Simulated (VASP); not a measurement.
Here is the system:

```xyz
4
Lattice="1.6526 -5.0549 0.0000 1.6526 5.0549 0.0000 0.0000 0.0000 4.1229" Properties=species:S:1:pos:R:3 pbc="T T T"
P      1.6526     3.9748     3.8298
P      1.6526     1.0801     1.7683
P      1.6526    -1.0801     2.3546
P      1.6526    -3.9748     0.2932
```

All values below come from LDA (Ceperley-Alder, Perdew-Zunger), VASP's LDA PAW potentials (set 64) (plane waves; VASP). Numerical set-up: 520 eV cut-off, Gaussian smearing of 0.050 eV, potentials P.

### Question
Predict the band gap (along the path) with the smallest direct gap where there is one.

### Answer

band gap (along the path): none (metal, semimetal or under 0.01 eV)

The absolute energy has meaning only against runs of the same code, potentials and settings.

The compound is P in the black structure. It was relaxed first, which changed the volume by -9 %.
